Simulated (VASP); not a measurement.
An input for Ansatz (written as the equivalent of a VASP run, and not itself run):

Ansatz 0.2 input:
```yaml
crystal:
  lattice:
    - [4.4084293, 0.0000000, 0.0000000]
    - [0.0000000, 4.4084293, 0.0000000]
    - [0.0000000, 0.0000000, 4.4084293]
  atoms:
    - { symbol: Cs, position: [0.0000000, 0.0000000, 0.0000000] }
    - { symbol: I, position: [0.5000000, 0.5000000, 0.5000000] }
kpoints:
  mp_grid: { grid: [6, 6, 6] }
hamiltonian:
  xc: lda
  pseudopotentials: { kind: paw }
scf:
  occupations: { method: gaussian, width: 0.05 }
  max_iter: 100
relax:
  max_steps: 30
  f_tol: 0.001
output: { forces: true, stress: true, eigenvalues: true }
```

**Question.** Translate this input to VASP (INCAR, KPOINTS, POSCAR, choice of POTCAR).

**Answer.** This is not unique; one that fits is 
### INCAR
```
SYSTEM = CsI
PREC = Accurate; ENCUT = 400; LREAL = .FALSE.
LASPH = .TRUE.
EDIFF = 1E-8; NELM = 100; ALGO = Normal
LMAXMIX = 4
ISMEAR = 0; SIGMA = 0.05
IBRION = 1; NSW = 30; ISIF = 2
EDIFFG = -0.001
LWAVE = .FALSE.; LCHARG = .FALSE.
```

File POSCAR:
```
CsI
1.0
  4.4084292718   0.0000000000   0.0000000000
  0.0000000000   4.4084292718   0.0000000000
  0.0000000000   0.0000000000   4.4084292718
Cs I
1 1
Cart
  0.0000000000   0.0000000000   0.0000000000
  2.2042146359   2.2042146359   2.2042146359
```

File KPOINTS:
```
Automatic mesh
0
Gamma
6 6 6
0 0 0
```

POTCAR, in this order: Cs_sv I (LDA.64 set). Program: vasp_std.

The two are equivalent in intent, not identical: each code has its own PAW files, so the cut-off isn't converted (ENCUT is set for VASP's; basis.ecutwfc is left out, and Ansatz then takes the one that its files recommend); Ansatz stops its SCF on the density residual and VASP on the energy change (EDIFF); Ansatz's lda is the Perdew-Wang form, while the LDA potentials of VASP carry Perdew-Zunger's.

The compound is CsI in the CsCl type structure. It was relaxed first, which changed the volume by -10 %. The start is the result of an earlier pass.
